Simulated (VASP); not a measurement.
Energy against volume of Re (hcp). All values below come from vdW-DF2, VASP's PBE PAW potentials (set 64) (plane waves; VASP). Run with 520 eV cut-off, 15×15×8 Γ-centred mesh, first-order Methfessel-Paxton smearing of 0.10 eV, potentials Re.

Shape and ions are relaxed at each volume.

```json
[
 {"V (Å³/atom)": "15.451", "E (eV/atom)": "-8.40321"},
 {"V (Å³/atom)": "15.928", "E (eV/atom)": "-8.41890"},
 {"V (Å³/atom)": "16.406", "E (eV/atom)": "-8.40651"},
 {"V (Å³/atom)": "16.884", "E (eV/atom)": "-8.37048"}
]
```

Question: Fit these four points and predict the energy of the run at 14.973 Å³/atom.

Answer: A cubic in V^(−2/3), the third-order Birch-Murnaghan form, passes through the four points with V0 = 15.94 Å³/atom and B0 = 312 GPa, and gives -8.3540 eV/atom there. The run gave -8.3543 eV/atom, -0.3 meV/atom from the fit; all five points give B0 = 311 GPa.

The compound is Re in the hcp structure. It was relaxed first, which changed the volume by +8 %.
